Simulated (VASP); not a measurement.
ZnO:

```
Zn O
1.0
     3.24931    0.00000    0.00000
    -1.62465    2.81398    0.00000
     0.00000    0.00000    5.20571
Zn O
2 2
Direct
  0.33333 0.66667 0.50000
  0.66667 0.33333 0.00000
  0.66667 0.33333 0.37901
  0.33333 0.66667 0.87901
```

```yaml
Program: VASP 6.6.1
Task: relaxation of cell and atoms
Functional: LDA
Potentials_or_basis: VASP PAW LDA potentials, release 64 (Zn, O)
Cutoff: 520 eV
k_mesh: 12 × 12 × 6
Occupations: gaussian, width 0.02 eV
Spin: no spin polarisation
```

At the start: pressure -6.0 GPa; volume 11.90 Å³/atom.

Task: How do energy, volume and symmetry change on relaxing?

Result: Over 18 steps the energy falls by 9.7 meV/atom and the volume is 11.42 Å³/atom (-4.0 %); space group P6_3mc (No. 186, to 0.05 Å).

The path:
```
step  energy change (eV)  largest force (eV/Å)  pressure (GPa)  volume (Å³)
   1              0.0000                0.0556           -6.04        47.60
   2             -0.0241                0.0408            4.17        44.57
   3             -0.0384                0.0027           -0.02        45.68
   4             -0.0384                0.0015            0.16        45.64
   5             -0.0385                0.0197            0.10        45.66
   6             -0.0385                0.0215            0.12        45.66
   7             -0.0386                0.0131           -0.08        45.71
   8             -0.0386                0.0100           -0.17        45.74
   9             -0.0387                0.0013           -0.11        45.72
  10             -0.0387                0.0056           -0.10        45.71
  11             -0.0387                0.0021            0.05        45.67
  12             -0.0387                0.0003            0.03        45.68
  13             -0.0387                0.0003            0.01        45.68
  14             -0.0387                0.0014            0.02        45.69
  15             -0.0387                0.0042           -0.02        45.70
  16             -0.0387                0.0025           -0.02        45.69
  17             -0.0387                0.0023           -0.01        45.69
  18             -0.0387                0.0018           -0.02        45.69
```

Final structure:
```cif
data_structure
_symmetry_space_group_name_H-M 'P 1'
_symmetry_Int_Tables_number 1
_cell_length_a 3.1958
_cell_length_b 3.1958
_cell_length_c 5.1655
_cell_angle_alpha 90.000
_cell_angle_beta 90.000
_cell_angle_gamma 120.000
_cell_volume 45.69
loop_
_atom_site_label
_atom_site_type_symbol
_atom_site_fract_x
_atom_site_fract_y
_atom_site_fract_z
_atom_site_occupancy
Zn1 Zn 0.33333 0.66667 0.50025 1
Zn2 Zn 0.66667 0.33333 0.00025 1
O1 O 0.66667 0.33333 0.37876 1
O2 O 0.33333 0.66667 0.87876 1
```
